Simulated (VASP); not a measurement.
Here is the system:

```yaml
crystal:
  lattice:
    - [1.90242, -3.29509, 0.00000]
    - [1.90242, 3.29509, 0.00000]
    - [0.00000, 0.00000, 5.90916]
  atoms:
    - { symbol: Sn, position: [0.00000, 0.00000, 0.00000] }
    - { symbol: Se, position: [0.33333, 0.66667, 0.26664] }
    - { symbol: Se, position: [0.66667, 0.33333, 0.73336] }
```

These are LDA (Ceperley-Alder, Perdew-Zunger), VASP's LDA PAW potentials (set 64) (plane waves; VASP) values and carry that method's errors. Settings: 520 eV cut-off, 8×8×4 Γ-centred mesh, tetrahedra with Blöchl corrections, potentials Sn_d Se.

The cores are frozen, which limits the accuracy of field gradients.

### Question
Give the principal components of the electric field gradient (V/Å²) and the asymmetry η at each nucleus.

### Answer

```
atom   Vxx   Vyy    Vzz     η
----  ----  ----  -----  ----
Sn1   -3.2  -3.2    6.3  0.00
Se2   28.6  28.6  -57.2  0.00
Se3   28.6  28.6  -57.2  0.00
```

The compound is SnSe2 in the 1T layered structure. It was relaxed first.
